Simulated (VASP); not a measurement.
Si2Ni:

```
CELL_PARAMETERS angstrom
0.00000 2.69316 2.69316
2.69316 0.00000 2.69316
2.69316 2.69316 0.00000
ATOMIC_POSITIONS crystal
Si 0.25000 0.25000 0.25000
Si 0.75000 0.75000 0.75000
Ni 0.00000 0.00000 0.00000
```

The cell comes from a database or a generator and needn't be the stable form of this composition.

```yaml
Program: VASP 6.6.1
Task: relaxation of cell and atoms
Functional: LDA
Potentials_or_basis: VASP PAW LDA potentials, release 64 (Si, Ni)
Cutoff: 600 eV
k_mesh: 14 × 14 × 14
Occupations: gaussian, width 0.1 eV
Spin: collinear spin, ferromagnetic start
Starting_moments: "[0.0, 0.0, 1.0] μB"
```

At the start: pressure -2.9 GPa; volume 13.02 Å³/atom.

Problem. How do energy, volume and symmetry change on relaxing?

Solution. Over 6 steps the energy falls by 2.2 meV/atom and the volume is 12.79 Å³/atom (-1.8 %); space group Fm-3m (No. 225, to 0.05 Å); moment 0.00 μB per cell.

Step by step:
```
step  energy change (eV)  largest force (eV/Å)  pressure (GPa)  volume (Å³)
   1              0.0000                0.0000           -2.94        39.07
   2             -0.0011                0.0000            2.87        37.73
   3             -0.0065                0.0000           -0.08        38.36
   4             -0.0065                0.0000            0.13        38.35
   5             -0.0065                0.0000           -0.16        38.40
   6             -0.0065                0.0000           -0.03        38.36
```

Final structure:
```xyz
3
Lattice="0.0000 2.6768 2.6768 2.6768 0.0000 2.6768 2.6768 2.6768 0.0000" Properties=species:S:1:pos:R:3 pbc="T T T"
Si    1.3384    1.3384    1.3384
Si    4.0152    4.0152    4.0152
Ni    2.6768    5.3536    2.6768
```
